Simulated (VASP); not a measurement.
# Be3CdTe4 (I-42m) in VASP: further runs

The runs below take Be3CdTe4 through relaxation of cell and atoms, with PBE.

Everything below comes from runs of VASP 6.6.1. Logs are shortened: lines on timing, memory, paths and dates and some standing lists are left out, and cuts for length are marked.

### 1 The crystal as given

It takes space group I-42m (No. 121, tetragonal). Conventional cell: a = 5.700 Å, b = 5.700 Å, c = 11.400 Å, α = 90.00°, β = 90.00°, γ = 90.00°. Be (site symmetry -4) has 4 Te at 2.41 Å as nearest neighbours. Be (site symmetry -42m) is surrounded by 4 Te at 2.41 Å. Around Cd (site symmetry -42m) lie 4 Te at 2.67 Å. Around Te (site symmetry m) lie 3 Be at 2.41 Å and 1 Cd at 2.67 Å.

The cell was built by a generator and needn't be a form met in nature.

### 2 Relaxation of cell and atoms, PBE

Input file INCAR:

```
SYSTEM = Be3CdTe4
PREC = Normal ; ENCUT = 520
EDIFF = 1E-4 ; ISMEAR = 0
SIGMA = 0.15 ; LREAL = .FALSE.
LASPH = .TRUE. ; NELM = 60
ALGO = Fast ; ISIF = 3
LWAVE = .FALSE. ; LCHARG = .FALSE.
GGA = PE ; IBRION = 2
NSW = 24 ; EDIFFG = -0.08
KPAR = 4
```

Input file KPOINTS:

```
Automatic mesh
0
G
  4 4 4
  0 0 0
```

Input file POSCAR:

```
Be3CdTe4
1.0
   -2.8500000000      2.8500000000      5.7000000000
    2.8500000000     -2.8500000000      5.7000000000
    2.8500000000      2.8500000000     -5.7000000000
Be Cd Te
3 1 4
Direct
    0.7500000000      0.2500000000      0.5000000000
    0.2500000000      0.7500000000      0.5000000000
    0.5000000000      0.5000000000      0.0000000000
    0.0000000000      0.0000000000      0.0000000000
    0.1350000000      0.1350000000      0.5400000000
    0.5950000000      0.5950000000      0.4600000000
    0.8650000000      0.4050000000      0.0000000000
    0.4050000000      0.8650000000      0.0000000000
```

Potentials or basis: VASP PAW PBE potentials, release 64 (Be, Cd, Te).

The run is started by

```console
$ cat potpaw_PBE.64/Be/POTCAR potpaw_PBE.64/Cd/POTCAR potpaw_PBE.64/Te/POTCAR > POTCAR
$ mpirun -np 4 vasp_std > vasp.out
```

OUTCAR:

```text
SYSTEM = Be3CdTe4
   PREC = Normal
   ENCUT = 520
   EDIFF = 1E-4
   ISMEAR = 0
   LREAL = .FALSE.
   LASPH = .TRUE.
   NELM = 60
   ISIF = 3
   GGA = PE
   IBRION = 2
   NSW = 24
   EDIFFG = -0.08

 ion  position               nearest neighbor table
   1  0.750  0.250  0.500-   5 2.41   6 2.41   7 2.41   8 2.41
   2  0.250  0.750  0.500-   5 2.41   6 2.41   8 2.41   7 2.41
   3  0.500  0.500  0.000-   5 2.41   6 2.41   7 2.41   8 2.41
   4  0.000  0.000  0.000-   5 2.67   7 2.67   8 2.67   6 2.67
   5  0.135  0.135  0.540-   1 2.41   2 2.41   3 2.41   4 2.67
   6  0.595  0.595  0.460-   1 2.41   2 2.41   3 2.41   4 2.67
   7  0.865  0.405  0.000-   2 2.41   1 2.41   3 2.41   4 2.67
   8  0.405  0.865  0.000-   1 2.41   2 2.41   3 2.41   4 2.67

  LATTYP: Found a body centered tetragonal cell.
 ALAT       =     5.7000000000
 C/A-ratio  =     2.0000000000

  Lattice vectors:

 A1 = (  -2.8500000000,   2.8500000000,   5.7000000000)
 A2 = (   2.8500000000,  -2.8500000000,   5.7000000000)
 A3 = (   2.8500000000,   2.8500000000,  -5.7000000000)

Analysis of symmetry for initial positions (statically):
=====================================================================
 Subroutine PRICEL returns:
 Original cell was already a primitive cell.

 Routine SETGRP: Setting up the symmetry group for a
 body centered tetragonal supercell.

 Subroutine GETGRP returns: Found  8 space group operations
 (whereof  8 operations were pure point group operations)
 out of a pool of 16 trial point group operations.

The static configuration has the point symmetry D_2d.

Analysis of symmetry for dynamics (positions and initial velocities):
=====================================================================
 Subroutine PRICEL returns:
 Original cell was already a primitive cell.

 Routine SETGRP: Setting up the symmetry group for a
 body centered tetragonal supercell.

 Subroutine GETGRP returns: Found  8 space group operations
 (whereof  8 operations were pure point group operations)
 out of a pool of 16 trial point group operations.

The dynamic configuration has the point symmetry D_2d.

 Subroutine INISYM returns: Found  8 space group operations
 (whereof  8 operations are pure point group operations),
 and found     1 'primitive' translations

----------------------------------------------------------------------------------------

                                     Primitive cell

  volume of cell :     185.1930

  direct lattice vectors                    reciprocal lattice vectors
    -2.850000000  2.850000000  5.700000000     0.000000000  0.175438596  0.087719298
     2.850000000 -2.850000000  5.700000000     0.175438596  0.000000000  0.087719298
     2.850000000  2.850000000 -5.700000000     0.175438596  0.175438596  0.000000000

  length of vectors
     6.981045767  6.981045767  6.981045767     0.196146314  0.196146314  0.248107643

  position of ions in fractional coordinates (direct lattice)
     0.750000000  0.250000000  0.500000000
     0.250000000  0.750000000  0.500000000
     0.500000000  0.500000000  0.000000000
     0.000000000  0.000000000  0.000000000
     0.135000000  0.135000000  0.540000000
     0.595000000  0.595000000  0.460000000
     0.865000000  0.405000000  0.000000000
     0.405000000  0.865000000  0.000000000

  ion indices of the primitive-cell ions
   primitive index   ion index
                 1           1
                 2           2
                 3           3
                 4           4
                 5           5
                 6           6
                 7           7
                 8           8

----------------------------------------------------------------------------------------

 KPOINTS: Automatic mesh

Automatic generation of k-mesh.
 Grid dimensions read from file:
 generate k-points for:    4    4    4

 Generating k-lattice:

  Cartesian coordinates                     Fractional coordinates (reciprocal lattice)
     0.000000000  0.043859649  0.021929825     0.250000000  0.000000000  0.000000000
     0.043859649  0.000000000  0.021929825     0.000000000  0.250000000  0.000000000
     0.043859649  0.043859649  0.000000000     0.000000000  0.000000000  0.250000000

  Length of vectors
     0.049036578  0.049036578  0.062026911

  Shift w.r.t. Gamma in fractional coordinates (k-lattice)
     0.000000000  0.000000000  0.000000000

 Subroutine IBZKPT returns following result:
 ===========================================

 Found     13 irreducible k-points:

 Following reciprocal coordinates:
            Coordinates               Weight
  0.000000  0.000000  0.000000      1.000000
  0.250000  0.000000  0.000000      8.000000
  0.500000  0.000000  0.000000      4.000000
  0.250000  0.250000  0.000000      8.000000
  0.500000  0.250000  0.000000     16.000000
 -0.250000  0.250000  0.000000      4.000000
  0.500000  0.500000  0.000000      2.000000
  0.250000  0.250000  0.250000      2.000000
 -0.250000  0.250000  0.250000      4.000000
  0.500000  0.500000  0.250000      4.000000
 -0.250000  0.500000  0.250000      8.000000
 -0.250000 -0.250000  0.250000      2.000000
  0.500000  0.500000  0.500000      1.000000
   k-points           NKPTS =     13   k-points in BZ     NKDIM =     13   number of bands    NBANDS=     26
   number of dos      NEDOS =    301   number of ions     NIONS =      8
   total plane-waves  NPLWV =  64000
   dimension x,y,z NGX =    40 NGY =   40 NGZ =   40
   dimension x,y,z NGXF=    80 NGYF=   80 NGZF=   80
   ions per type =               3   1   4
   NGX,Y,Z   is equivalent  to a cutoff of   9.53,  9.53,  9.53 a.u.
   NGXF,Y,Z  is equivalent  to a cutoff of  19.05, 19.05, 19.05 a.u.
 SYSTEM =  Be3CdTe4
   PREC   = normal    normal or accurate (medium, high low for compatibility)
   ISTART =      0    job   : 0-new  1-cont  2-samecut
   ICHARG =      2    charge: 1-file 2-atom 10-const
   ISPIN  =      1    spin polarized calculation?
   LNONCOLLINEAR =      F non collinear calculations
   LSORBIT =      F    spin-orbit coupling
   LASPH  =      T    aspherical Exc in radial PAW
   ENCUT  =  520.0 eV  38.22 Ry    6.18 a.u.  12.98 12.98 12.98*2*pi/ulx,y,z
   NELM   =     60;   NELMIN=  2; NELMDL= -5     # of ELM steps
   EDIFF  = 0.1E-03   stopping-criterion for ELM
   LREAL  =      F    real-space projection
   EDIFFG = -.8E-01   stopping-criterion for IOM
   NSW    =     24    number of steps for IOM
   IBRION =      2    ionic relax: 0-MD 1-quasi-New 2-CG
   NFREE  =      1    steps in history (QN), initial steepest desc. (CG)
   ISIF   =      3    stress and relaxation
   ISYM   =      2    0-nonsym 1-usesym 2-fastsym
   POTIM  = 0.5000    time-step for ionic-motion
   TEBEG  =    0.0;   TEEND  =   0.0 temperature during run
   PSTRESS=    0.0 pullay stress
   NELECT =      42.0000    total number of electrons
   NUPDOWN=      -1.0000    fix difference up-down
   EMIN   =  10.00;   EMAX   =-10.00  energy-range for DOS
   EFERMI =   0.00;   METHOD = LEGACY
   ISMEAR =     0;   SIGMA  =   0.15  broadening in eV -4-tet -1-fermi 0-gaus
   EFERMI_NEDOS =   21; number of points for ismear=-14 and -15
   IALGO  =     68    algorithm
   IMIX   =      4    mixing-type and parameters
     AMIX     =   0.40;   BMIX     =  1.00
     AMIX_MAG =   1.60;   BMIX_MAG =  1.00
  volume/ion in A,a.u.               =      23.15       156.22
  Fermi-wavevector in a.u.,A,eV,Ry     =   0.998351  1.886609 13.560979  0.996704
  Thomas-Fermi vector in A             =   2.130568
   LORBIT       =      0    0 simple, 1 ext, 2 COOP (PROOUT), +10 PAW based schemes
   GGA     = PE    functional components
   LHFCALC =     F    Hartree Fock is set to
   AEXX    =    0.0000 exact exchange contribution
   IVDW    =     0    specifies the selected vdW correction
   LEPSILON=     F    determine dielectric tensor
   LRPA    =     F    only Hartree local field effects (RPA)
 conjugate gradient relaxation of ions
 non-spin polarized calculation
 RMM-DIIS sequential band-by-band and
 Gauss-broadening in eV      SIGMA  =   0.15
  energy-cutoff  :      520.00
  volume of cell :      185.19
 maximum number of plane-waves:      5034
   NGX = 25   NGY = 25   NGZ = 25

--------------------------------------- Ionic step        1  -------------------------------------------

 number of electron      41.9999987 magnetization

 Free energy of the ion-electron system (eV)
  ---------------------------------------------------
  ext. energy  EPLUGINS =         0.00000000
  ---------------------------------------------------
  free energy    TOTEN  =       -26.90074945 eV

  energy without entropy =      -26.90074945  energy(sigma->0) =      -26.90074945

 E-fermi :   5.8507     XC(G=0):  -9.3048

 val. band max:        5.1932995818   @ k =   0.0000   0.0000   0.0000
 cond. band min:       7.1282864405   @ k =   0.0000   0.0000   0.0000
 fundamental gap:      1.9349868587
 Fermi energy:         5.8506821528

 k-point     1 :       0.0000    0.0000    0.0000
  band No.  band energies     occupation
      1      -7.3648      2.00000
      2      -5.7377      2.00000
      3      -5.7110      2.00000
      4      -5.7110      2.00000
      5      -3.3843      2.00000
      6      -3.3804      2.00000
[... 573 lines left out ...]
  energy  without entropy=      -27.3386950324  energy(sigma->0) =      -27.33869503

--------------------------------------- Ionic step        6  -------------------------------------------

 number of electron      42.0000021 magnetization

 Free energy of the ion-electron system (eV)
  ---------------------------------------------------
  ext. energy  EPLUGINS =         0.00000000
  ---------------------------------------------------
  free energy    TOTEN  =       -27.34177369 eV

  energy without entropy =      -27.34177369  energy(sigma->0) =      -27.34177369

 E-fermi :   4.6995     XC(G=0):  -8.8652

 val. band max:        4.0420260369   @ k =   0.0000   0.0000   0.0000
 cond. band min:       6.0791104385   @ k =   0.5000   0.5000   0.5000
 fundamental gap:      2.0370844017
 Fermi energy:         4.6994570993

 k-point     1 :       0.0000    0.0000    0.0000
  band No.  band energies     occupation
      1      -7.8236      2.00000
      2      -6.4571      2.00000
      3      -6.4154      2.00000
      4      -6.4154      2.00000
      5      -4.0683      2.00000
      6      -4.0659      2.00000
[... 401 lines left out ...]
  FREE ENERGIE OF THE ION-ELECTRON SYSTEM (eV)
  ---------------------------------------------------
  free  energy   TOTEN  =       -27.3417736883 eV

  energy  without entropy=      -27.3417736883  energy(sigma->0) =      -27.34177369

 reached required accuracy - stopping structural energy minimisation
```

Wall time 63 s (4 MPI ranks of Intel Xeon Platinum 8259CL at 2.50GHz (Skylake/Cascade Lake), shared host); peak memory 0.29 GiB.

Results:

```yaml
Free_energy: -27.3418 eV
Relaxed_volume: 25.70 Å³/atom
Relaxed_cell: a = 7.207 Å, b = 7.207 Å, c = 7.207 Å, α = 131.50°, β = 131.50°, γ = 71.02°
Space_group_after_relaxing_to_0.05_Å: I-42m (No. 121)
Energy_gained_by_relaxing: 55.1 meV/atom
Ionic_steps: 6
Pressure_after_relaxing: -0.1 GPa
Largest_force_after_relaxing: 0.026 eV/Å
Band_gap_on_the_k_mesh: 2.04 eV, indirect (least direct gap 2.13 eV)
```

Forces in eV/Å, atoms in the order of the input:
```
Be   0.000  0.000  0.000
Be   0.000  0.000  0.000
Be   0.000  0.000  0.000
Cd   0.000  0.000  0.000
Te  -0.017 -0.017 -0.010
Te   0.017  0.017 -0.010
Te  -0.017  0.017  0.010
Te   0.017 -0.017  0.010
```

The path:
| step | energy change (eV) | largest force (eV/Å) | pressure (GPa) | volume (Å³) |
| --- | --- | --- | --- | --- |
| 1 | 0.0000 | 0.5970 | 6.87 | 185.19 |
| 2 | -0.3968 | 0.0991 | -1.69 | 213.11 |
| 3 | -0.4331 | 0.1702 | -0.09 | 206.06 |
| 4 | -0.4330 | 0.1649 | -0.12 | 206.49 |
| 5 | -0.4379 | 0.0983 | -0.16 | 206.18 |
| 6 | -0.4410 | 0.0258 | -0.09 | 205.62 |

Final structure:
```cif
data_structure
_symmetry_space_group_name_H-M 'P 1'
_symmetry_Int_Tables_number 1
_cell_length_a 7.2073
_cell_length_b 7.2073
_cell_length_c 7.2073
_cell_angle_alpha 131.503
_cell_angle_beta 131.503
_cell_angle_gamma 71.016
_cell_volume 205.62
loop_
_atom_site_label
_atom_site_type_symbol
_atom_site_fract_x
_atom_site_fract_y
_atom_site_fract_z
_atom_site_occupancy
Be1 Be 0.75000 0.25000 0.50000 1
Be2 Be 0.25000 0.75000 0.50000 1
Be3 Be 0.50000 0.50000 0.00000 1
Cd1 Cd 0.00000 0.00000 0.00000 1
Te1 Te 0.14033 0.14033 0.55063 1
Te2 Te 0.58970 0.58970 0.44937 1
Te3 Te 0.85967 0.41030 0.00000 1
Te4 Te 0.41030 0.85967 0.00000 1
```

Caveat: spin-orbit coupling is left out, which moves the levels of the heavy elements; the relaxation stopped at a loose force limit of 0.08 eV/Å, so its end isn't a converged minimum.

### 3 Relaxation of cell and atoms, PBE

This run uses another cell than the first one, of 23.31 Å³/atom, 1.007 times its volume.

INCAR, as its differences from that of step 2:

```diff
@@ -9,2 +9 @@
 NSW = 24 ; EDIFFG = -0.08
-KPAR = 4
```

Input file KPOINTS:

```
Automatic mesh
0
G
  2 2 4
  0 0 0
```

Input file POSCAR:

```
Be3CdTe4
1.0
    4.0403689000     -5.7124031500      0.0000000000
    4.0403689000      5.7124031500      0.0000000000
    0.0000000000      0.0000000000      4.0400479400
Be Cd Te
3 1 4
Direct
    0.0000000000      0.5000000000      0.5000000000
    0.5000000000      0.0000000000      0.5000000000
    0.5000000000      0.5000000000      0.0000000000
    0.0000000000      0.0000000000      0.0000000000
    0.2455512100      0.7544487900      0.0000000000
    0.7544487900      0.2455512100      0.0000000000
    0.7587654000      0.7587654000      0.5000000000
    0.2412346000      0.2412346000      0.5000000000
```

Potentials or basis: VASP PAW PBE potentials, release 64 (Be, Cd, Te).

The run is started by

```console
$ cat potpaw_PBE.64/Be/POTCAR potpaw_PBE.64/Cd/POTCAR potpaw_PBE.64/Te/POTCAR > POTCAR
$ mpirun -np 4 vasp_std > vasp.out
```

Run time: 33 s. Hardware: 4 MPI ranks of Intel Xeon Platinum 8259CL at 2.50GHz (Skylake/Cascade Lake), shared host; peak memory 0.15 GiB.

It converged, with:

| Quantity | Value |
| --- | --- |
| Free energy | -23.7137 eV |
| Relaxed volume | 21.90 Å³/atom |
| Relaxed cell | a = 6.752 Å, b = 6.752 Å, c = 4.039 Å, α = 90.00°, β = 90.00°, γ = 107.89° |
| Space group after relaxing (to 0.05 Å) | Cmmm (No. 65) |
| Energy gained by relaxing | 141.6 meV/atom |
| Ionic steps | 6 |
| Pressure after relaxing | -0.2 GPa |
| Largest force after relaxing | 0.052 eV/Å |
| Band gap on the k mesh | none (metal or under the smearing width) |

Forces in eV/Å, atoms in the order of the input:
```
Be   0.000  0.000  0.000
Be   0.000  0.000  0.000
Be   0.000  0.000  0.000
Cd   0.000  0.000  0.000
Te   0.000 -0.052  0.000
Te   0.000  0.052  0.000
Te   0.026  0.000  0.000
Te  -0.026  0.000  0.000
```

Stress tensor (GPa, compression positive):
```
-0.08  0.00  0.00
 0.00 -0.06  0.00
 0.00  0.00 -0.41
```

The path:
```csv
step,energy change (eV),largest force (eV/Å),pressure (GPa),volume (Å³)
1,0.0000,2.2826,-1.27,186.49
2,-0.6942,1.3994,-1.27,181.51
3,-1.1109,0.2325,0.73,173.10
4,-1.1217,0.2166,0.16,174.42
5,-1.1223,0.1648,0.26,174.16
6,-1.1325,0.0520,-0.18,175.23
```

Final structure:
```cif
data_structure
_symmetry_space_group_name_H-M 'P 1'
_symmetry_Int_Tables_number 1
_cell_length_a 6.7519
_cell_length_b 6.7519
_cell_length_c 4.0390
_cell_angle_alpha 90.000
_cell_angle_beta 90.000
_cell_angle_gamma 107.892
_cell_volume 175.23
loop_
_atom_site_label
_atom_site_type_symbol
_atom_site_fract_x
_atom_site_fract_y
_atom_site_fract_z
_atom_site_occupancy
Be1 Be 0.00000 0.50000 0.50000 1
Be2 Be 0.50000 0.00000 0.50000 1
Be3 Be 0.50000 0.50000 0.00000 1
Cd1 Cd 0.00000 0.00000 0.00000 1
Te1 Te 0.26380 0.73620 0.00000 1
Te2 Te 0.73620 0.26380 0.00000 1
Te3 Te 0.72436 0.72436 0.50000 1
Te4 Te 0.27564 0.27564 0.50000 1
```

Levels at points of the mesh, in eV from the Fermi level:
```csv
k point,band 17,band 18,band 19,band 20,band 21,band 22,band 23,band 24,band 25,band 26
"(0.00, 0.00, 0.00)",-0.57,-0.45,-0.42,-0.31,-0.21,-0.16,1.83,2.11,2.21,2.50
"(0.50, 0.00, 0.00)",-1.88,-0.60,-0.52,-0.48,-0.40,0.63,0.63,2.82,3.08,3.43
"(0.50, 0.50, 0.00)",-1.89,-1.65,-1.51,-0.72,-0.61,1.29,1.61,1.70,1.91,3.08
"(0.00, 0.00, 0.50)",-4.05,-3.52,-3.11,-0.64,-0.42,1.94,2.16,3.04,3.05,3.43
"(0.50, 0.00, 0.50)",-2.79,-2.18,-1.94,-1.47,-1.44,0.50,0.71,1.15,1.43,5.03
"(0.50, 0.50, 0.50)",-2.44,-1.13,-1.04,-0.51,-0.26,-0.06,0.07,2.29,2.36,2.58
```

Caveat: the k mesh is coarse (spacing up to 0.48 Å⁻¹), so the values aren't converged; the relaxation stopped at a loose force limit of 0.08 eV/Å, so its end isn't a converged minimum. The run has no spin-orbit coupling, so splittings on Te are missing.
